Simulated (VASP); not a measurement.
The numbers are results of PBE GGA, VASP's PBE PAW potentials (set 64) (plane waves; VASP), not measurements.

Input for VASP

INCAR:
```
! general
SYSTEM   =  Na
PREC     =  Accurate
ENCUT    =  500
LREAL    =  .FALSE.
LASPH    =  .TRUE.   ! aspherical one-centre terms

! electronic loop
EDIFF    =  1E-6   ! SCF stop (eV)
NELM     =  100
ALGO     =  Normal   ! blocked Davidson

! smearing
ISMEAR   =  1   ! Methfessel-Paxton
SIGMA    =  0.1

! functional
GGA      =  PE   ! PBE

! ions
IBRION   =  2
NSW      =  40   ! most ionic steps
ISIF     =  3   ! ions, shape and volume
EDIFFG   =  -0.02
PSTRESS  =  200   ! kbar

! output
LWAVE    =  .FALSE.
LCHARG   =  .FALSE.
```

POSCAR:
```
Na
1.0
 -1.6641724740   1.6641724740   1.6641724740
  1.6641724740  -1.6641724740   1.6641724740
  1.6641724740   1.6641724740  -1.6641724740
Na
1
Direct
  1.0000000000   1.0000000000   1.0000000000
```

KPOINTS:
```
Automatic mesh
0
Gamma
15 15 15
0 0 0
```

POTCAR, in this order: Na_pv (PBE.64 set). Program: vasp_std.

Task: What will the output report for the number of irreducible k-points (NKPTS), largest plane-wave count, number of space-group operations, FFT grid (NGX, NGY, NGZ)?

Result: 
```yaml
number of irreducible k-points (NKPTS): 120
largest_plane_wave_count: 478
number_of_space_group_operations: 48
FFT grid (NGX, NGY, NGZ): 24 × 24 × 24
```

The compound is Na in the bcc structure. This run relaxes it under an external pressure of 20 GPa. Symmetry was kept, so distortions that lower it aren't found.
